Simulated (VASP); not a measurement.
A convergence study with VASP on Cu3Au (L1_2): one setting is varied, all else stays as given below, so the limit is that of these other settings. Each run relaxes cell and ions from the cell shown. The basis is that of the starting cell, so low cut-offs carry a Pulay error.

```
CELL_PARAMETERS angstrom
      3.75000     0.00000     0.00000
      0.00000     3.75000     0.00000
      0.00000     0.00000     3.75000
ATOMIC_POSITIONS crystal
  Cu 0.00000 0.50000 0.50000
  Cu 0.50000 0.00000 0.50000
  Cu 0.50000 0.50000 0.00000
  Au 0.00000 0.00000 0.00000
```

Method: PBE GGA, VASP's PBE PAW potentials (set 64) (plane waves; VASP). The tightest run used: 700 eV cut-off, 7×7×7 Γ-centred mesh, first-order Methfessel-Paxton smearing of 0.10 eV, potentials Cu Au.

Task: The settings run are ENCUT = 250; ENCUT = 300; ENCUT = 350; ENCUT = 400; ENCUT = 450; ENCUT = 500; ENCUT = 550; ENCUT = 600; ENCUT = 650; ENCUT = 700. From which on does the relaxed volume stay within 0.05 Å³/atom of the tightest run?

Result: From ENCUT = 450 on: it is off by 0.042 there and by no more than 0.05 in any finer run, while ENCUT = 400 is off by 0.051.
| setting | relaxed volume (Å³/atom) | E (eV/atom) | plane waves | difference judged (Å³/atom) |
|---|---|---|---|---|
| ENCUT = 250 | 12.295 | -3.6314 | 484 | 1.231 |
| ENCUT = 300 | 13.314 | -3.6445 | 639 | 0.213 |
| ENCUT = 350 | 13.504 | -3.6496 | 800 | 0.022 |
| ENCUT = 400 | 13.475 | -3.6453 | 970 | 0.051 |
| ENCUT = 450 | 13.484 | -3.6444 | 1189 | 0.042 |
| ENCUT = 500 | 13.511 | -3.6453 | 1357 | 0.015 |
| ENCUT = 550 | 13.528 | -3.6460 | 1562 | 0.002 |
| ENCUT = 600 | 13.530 | -3.6459 | 1791 | 0.004 |
| ENCUT = 650 | 13.528 | -3.6457 | 1999 | 0.001 |
| ENCUT = 700 | 13.526 | -3.6457 | 2248 | 0.000 |

Left out are rungs that failed or repeat a setting and relaxations that didn't move; long series are thinned to 24 rows.

The compound is Cu3Au in the L1_2 structure.
